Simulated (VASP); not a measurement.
Level of theory: PBE GGA, VASP's PBE PAW potentials (set 64) (plane waves; VASP 6.6.1).

A VASP calculation is set up with these files.

**INCAR**
```
! general
SYSTEM  = TiC
PREC    = Accurate
ENCUT   = 620
LREAL   = .False.
LASPH   = .True.   ! aspherical one-centre terms

! electronic loop
EDIFF   = 1E-6   ! SCF stop (eV)
NELM    = 100   ! most electronic steps
ALGO    = Normal
LMAXMIX = 4   ! l cut-off of mixed one-centre charges

! smearing
ISMEAR  = 1
SIGMA   = 0.1

! functional
GGA     = PE   ! PBE

! ions
IBRION  = 2   ! conjugate gradients
NSW     = 40
ISIF    = 3   ! ions, shape and volume
EDIFFG  = -0.02   ! ionic stop
PSTRESS = 450

! output
LWAVE   = .False.
LCHARG  = .False.
```

File KPOINTS:
```
Automatic mesh
0
Gamma
15 15 15
0 0 0
```

**POSCAR**
```
TiC
1
    0.0000000000     2.0968191569     2.0968191569
    2.0968191569     0.0000000000     2.0968191569
    2.0968191569     2.0968191569     0.0000000000
Ti C
1 1
Direct
  0.0000000000   0.0000000000   0.0000000000
  0.5000000000   0.5000000000   0.5000000000
```

POTCAR, in this order: Ti_sv C (PBE.64 set). Program: vasp_std.

Energy and stress use the plane-wave basis of the starting cell.

Question: Predict the energy per atom (σ→0), volume per atom, band gap (on the k-mesh).

Answer: 
| Item | Result |
|---|---|
| energy per atom (σ→0) | -9.190 eV/atom |
| band gap (on the k-mesh) | none (metal, semimetal or under 0.01 eV) |
| volume per atom | 8.87 Å³/atom |

File OSZICAR:
```
...
       N       E                     dE             d eps       ncg     rms          rms(c)
DAV:   1    -0.183804688066E+02    0.52814E-02   -0.47510E-03  2928   0.118E+00    0.151E-01
DAV:   2    -0.183802911192E+02    0.17769E-03   -0.83267E-04  3076   0.486E-01    0.372E-02
DAV:   3    -0.183802657196E+02    0.25400E-04   -0.11608E-04  3412   0.116E-01    0.142E-02
DAV:   4    -0.183802681042E+02   -0.23846E-05   -0.40630E-05  3248   0.630E-02    0.931E-03
DAV:   5    -0.183802732133E+02   -0.51091E-05   -0.69063E-06  3420   0.253E-02    0.201E-03
DAV:   6    -0.183802740719E+02   -0.85864E-06   -0.25769E-06  2844   0.949E-03
   4 F= -.13399508E+02 E0= -.13399530E+02  d E =-.346077E-01
```

The compound is TiC in the rock salt structure. This run relaxes it under an external pressure of 45 GPa. Symmetry was kept, so distortions that lower it aren't found.
